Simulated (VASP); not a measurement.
# LaZrIn3 (P1) in VASP: single point with PBEsol

Aim: the single point of LaZrIn3 with PBEsol.

All numbers are computed with VASP 6.6.1; they aren't measurements. Logs are shortened: lines on timing, memory, paths and dates and some standing lists are left out, and cuts for length are marked.

### 1 Starting point

The typed cell holds 5 atoms: a = 4.723 Å, b = 4.749 Å, c = 7.198 Å, α = 72.68°, β = 72.96°, γ = 92.64°.

The cell was built by a generator and needn't be a form met in nature.

### 2 Single point, PBEsol

The input, INCAR:

```
SYSTEM = LaZrIn3
PREC     = Accurate       ! precision mode
ENCUT    = 520            ! plane-wave cutoff, eV
EDIFF    = 1E-6           ! SCF threshold, eV
ISMEAR   = 1              ! smearing method
SIGMA    = 0.0791         ! smearing width, eV
LREAL    = .FALSE.        ! projectors in reciprocal space
LASPH    = .TRUE.         ! aspherical terms in the spheres
NELM     = 100            ! most SCF steps
ALGO     = Fast           ! electronic algorithm
ISIF     = 2              ! what is computed and relaxed
LWAVE    = .FALSE.        ! write WAVECAR
LCHARG   = .FALSE.        ! write CHGCAR
GGA      = PS             ! functional
NBANDS   = 39             ! bands
```

The input, KPOINTS:

```
Automatic mesh
0
Gamma
  4 4 3
  0.5 0 0
```

The input, POSCAR:

```
LaZrIn3
1.0
   -0.1093285200      4.7209993300      0.0527462400
    4.7476869900     -0.1093285200      0.0459566900
    2.2572972900      2.2348111900     -6.4591181600
La In Zr
1 3 1
Direct
    0.9611110000      0.0141960000      0.0272310000
    0.6385000000      0.6066540000      0.7782770000
    0.4168230000      0.4076160000      0.1904930000
    0.7500130000      0.2504430000      0.5144420000
    0.2160070000      0.7812120000      0.4918180000
```

Potentials or basis: VASP PAW PBE potentials, release 64 (La, In_d, Zr_sv).

Run with:

```
$ cat potpaw_PBE.64/La/POTCAR potpaw_PBE.64/In_d/POTCAR potpaw_PBE.64/Zr_sv/POTCAR > POTCAR
$ mpirun -np 1 vasp_std > vasp.out
```

OUTCAR:

```text
SYSTEM = LaZrIn3
   PREC = Accurate
   ENCUT = 520
   EDIFF = 1E-6
   ISMEAR = 1
   LREAL = .FALSE.
   LASPH = .TRUE.
   NELM = 100
   ISIF = 2
   GGA = PS

 ion  position               nearest neighbor table
   1  0.961  0.014  0.027-   3 3.38   3 3.44   3 3.45   2 3.53   2 3.56   5 3.76   2 3.76   3 3.79

   2  0.639  0.607  0.778-   3 2.69   5 2.80   4 2.86   4 3.01   5 3.24   1 3.53   1 3.56   1 3.76

   3  0.417  0.408  0.190-   2 2.69   5 3.02   4 3.11   5 3.16   4 3.22   1 3.38   1 3.44   1 3.45
                             1 3.79
   4  0.750  0.250  0.514-   2 2.86   2 3.01   3 3.11   5 3.20   5 3.21   3 3.22   5 3.36   5 3.65

   5  0.216  0.781  0.492-   2 2.80   3 3.02   3 3.16   4 3.20   4 3.21   2 3.24   4 3.36   4 3.65
                             1 3.76

  LATTYP: Found a triclinic cell.
 ALAT       =     4.7491679795
 B/A-ratio  =     1.4423611819
 C/A-ratio  =     1.5519512150
 COS(alpha) =     0.0007787059
 COS(beta)  =     0.3241392187
 COS(gamma) =     0.7250541294

  Lattice vectors:

 A1 = (  -4.7476869900,   0.1093285200,  -0.0459566900)
 A2 = (  -4.8570155100,   4.8303278500,   0.0067895500)
 A3 = (  -2.3810611800,  -2.3768596200,  -6.5578210900)

Analysis of symmetry for initial positions (statically):
=====================================================================
 Subroutine PRICEL returns:
 Original cell was already a primitive cell.

 Routine SETGRP: Setting up the symmetry group for a
 triclinic supercell.

 Subroutine GETGRP returns: Found  1 space group operations
 (whereof  1 operations were pure point group operations)
 out of a pool of  2 trial point group operations.

The static configuration has the point symmetry C_1 .

Analysis of symmetry for dynamics (positions and initial velocities):
=====================================================================
 Subroutine PRICEL returns:
 Original cell was already a primitive cell.

 Routine SETGRP: Setting up the symmetry group for a
 triclinic supercell.

 Subroutine GETGRP returns: Found  1 space group operations
 (whereof  1 operations were pure point group operations)
 out of a pool of  2 trial point group operations.

The dynamic configuration has the point symmetry C_1 .

 Subroutine INISYM returns: Found  1 space group operations
 (whereof  1 operations are pure point group operations),
 and found     1 'primitive' translations

[... 101 lines left out ...]
   EDIFFG = 0.1E-04   stopping-criterion for IOM
   NSW    =      0    number of steps for IOM
   IBRION =     -1    ionic relax: 0-MD 1-quasi-New 2-CG
   NFREE  =      0    steps in history (QN), initial steepest desc. (CG)
   ISIF   =      2    stress and relaxation
   ISYM   =      2    0-nonsym 1-usesym 2-fastsym
   POTIM  = 0.5000    time-step for ionic-motion
   TEBEG  =    0.0;   TEEND  =   0.0 temperature during run
   PSTRESS=    0.0 pullay stress
   NELECT =      62.0000    total number of electrons
   NUPDOWN=      -1.0000    fix difference up-down
   EMIN   =  10.00;   EMAX   =-10.00  energy-range for DOS
   EFERMI =   0.00;   METHOD = LEGACY
   ISMEAR =     1;   SIGMA  =   0.08  broadening in eV -4-tet -1-fermi 0-gaus
   EFERMI_NEDOS =   21; number of points for ismear=-14 and -15
   IALGO  =     68    algorithm
   IMIX   =      4    mixing-type and parameters
     AMIX     =   0.40;   BMIX     =  1.00
     AMIX_MAG =   1.60;   BMIX_MAG =  1.00
  volume/ion in A,a.u.               =      29.15       196.74
  Fermi-wavevector in a.u.,A,eV,Ry     =   1.231164  2.326563 20.623242  1.515766
  Thomas-Fermi vector in A             =   2.365985
   LORBIT       =      0    0 simple, 1 ext, 2 COOP (PROOUT), +10 PAW based schemes
   GGA     = PS    functional components
   LHFCALC =     F    Hartree Fock is set to
   AEXX    =    0.0000 exact exchange contribution
   IVDW    =     0    specifies the selected vdW correction
   LEPSILON=     F    determine dielectric tensor
   LRPA    =     F    only Hartree local field effects (RPA)
 non-spin polarized calculation
 RMM-DIIS sequential band-by-band and
 Methfessel and Paxton  Order N= 1 SIGMA  =   0.08
  energy-cutoff  :      520.00
  volume of cell :      145.77
 maximum number of plane-waves:      3939
   NGX = 17   NGY = 17   NGZ = 27

 number of electron      62.0000010 magnetization

 Free energy of the ion-electron system (eV)
  ---------------------------------------------------
  ext. energy  EPLUGINS =         0.00000000
  ---------------------------------------------------
  free energy    TOTEN  =       -24.33954371 eV

  energy without entropy =      -24.33851884  energy(sigma->0) =      -24.33920209

 E-fermi :   7.1989     XC(G=0): -10.0750

 val. band max:        7.1988089562   @ k =   0.3750   0.5000   0.3333
 cond. band min:       7.2278335484   @ k =  -0.3750   0.5000   0.3333
 fundamental gap:      0.0290245921
 Fermi energy:         7.1988735354

 k-point     1 :       0.1250   -0.0000    0.0000
  band No.  band energies     occupation
      1     -42.1761      2.00000
      2     -26.1296      2.00000
      3     -20.2667      2.00000
      4     -20.2400      2.00000
      5     -20.1239      2.00000
      6      -9.7829      2.00000
[... 997 lines left out ...]
     38       8.6642     -0.00000
     39       8.6845     -0.00000

------------------------ aborting loop because EDIFF is reached ----------------------------------------

  FORCE on cell =-STRESS in cart. coord.  units (eV):
  Direction    XX          YY          ZZ          XY          YZ          ZX
  --------------------------------------------------------------------------------------
  -------------------------------------------------------------------------------------
  Total       -5.3796770     -6.0218221     -1.7976607      0.9496793      1.3282706     -0.0917808
  in kB      -59.1287434    -66.1866450    -19.7583270     10.4380517     14.5991985     -1.0087744
  external PRESSURE =     -48.3579051 kB  Pullay stress =       0.0000000 kB

 VOLUME and BASIS-vectors are now :
 -----------------------------------------------------------------------------
  energy-cutoff  :      520.00
  volume of cell :      145.77
      direct lattice vectors                 reciprocal lattice vectors
    -0.109328520  4.720999330  0.052746240     0.004139818  0.211083286  0.074480150
     4.747686990 -0.109328520  0.045956690     0.209997749  0.004027591  0.074782384
     2.257297290  2.234811190 -6.459118160     0.001527943  0.001752398 -0.153679601

 POSITION                                       TOTAL-FORCE (eV/Angst)
 -----------------------------------------------------------------------------------
      0.02379      4.59671     -0.12454        -0.166251      0.210674      0.246570
      4.56720      4.68734     -4.96542         0.385639     -0.912455      0.152179
      2.31966      2.34897     -1.18970         0.378000     -0.451514     -1.335387
      2.26828      4.66311     -3.27177        -0.237621     -0.124570      0.504862
      4.79551      2.03348     -3.12942        -0.359767      1.277865      0.431776
 -----------------------------------------------------------------------------------
    total drift:                                0.017137     -0.024005     -0.027835

  FREE ENERGIE OF THE ION-ELECTRON SYSTEM (eV)
  ---------------------------------------------------
  free  energy   TOTEN  =       -24.3395437082 eV

  energy  without entropy=      -24.3385188428  energy(sigma->0) =      -24.33920209
```

Wall time 18 min (1 thread of AMD EPYC 7R43 (Zen 3), shared host); peak memory 0.33 GiB.

Results:

- Free energy: -24.3395 eV
- Pressure: -4.8 GPa
- Largest force: 1.459 eV/Å
- Band gap on the k mesh: none (metal or under the smearing width)

Forces in eV/Å, atoms in the order of the input:
```
La  -0.166  0.211  0.247
In   0.386 -0.912  0.152
In   0.378 -0.452 -1.335
In  -0.238 -0.125  0.505
Zr  -0.360  1.278  0.432
```

Stress tensor (GPa, compression positive):
```
-5.91  1.04 -0.10
 1.04 -6.62  1.46
-0.10  1.46 -1.98
```

Caveat: the PAW data sets were made with another functional, which shifts forces and pressure a little. Spin-orbit coupling is left out, which matters for the levels of La.
